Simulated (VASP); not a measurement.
Pt:

```xyz
1
Lattice="0.0000 1.9609 1.9609 1.9609 0.0000 1.9609 1.9609 1.9609 0.0000" Properties=species:S:1:pos:R:3 pbc="T T T"
Pt    0.0000    0.0000    0.0000
```

Base run:

```yaml
Program: VASP 6.6.1
Functional: PBE
Potentials_or_basis: VASP PAW PBE potentials, release 64 (Pt)
Cutoff: 700 eV
k_mesh: 14 × 14 × 14
Occupations: gaussian, width 0.1 eV
Spin: no spin polarisation
```

Its results: band gap on the k mesh none (metal or under the smearing width); pressure 9.5 GPa.

The run is repeated on the same cell with these changes: cutoff from 700 eV to 520 eV; k mesh from 14 × 14 × 14 to 8 × 8 × 8. What comes out?

Band gap on the k mesh none (metal or under the smearing width); pressure 8.9 GPa.
